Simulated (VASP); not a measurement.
```yaml
crystal:
  lattice:
    - [4.13376, 0.00000, 0.00000]
    - [-2.06688, 3.57994, 0.00000]
    - [0.00000, 0.00000, 6.71663]
  atoms:
    - { symbol: Cd, position: [0.33333, 0.66667, 0.00000] }
    - { symbol: Cd, position: [0.66667, 0.33333, 0.50000] }
    - { symbol: S, position: [0.33333, 0.66667, 0.37700] }
    - { symbol: S, position: [0.66667, 0.33333, 0.87700] }
```

All values below come from PBEsol GGA, VASP's PBE PAW potentials (set 64) (plane waves; VASP 6.6.1). Numerical set-up: PREC = Normal, EDIFF = 1E-5, 400 eV cut-off, 8×8×5 Γ-centred mesh, Gaussian smearing of 0.050 eV, potentials Cd S.

**Question.** What does the run give for the energy per atom (σ→0)?

**Answer.** 
The energy per atom (σ→0) is -3.408 eV/atom.

Total energies compare only between runs with the same potentials, cut-off and functional.

The compound is CdS in the wurtzite structure. It was relaxed first.
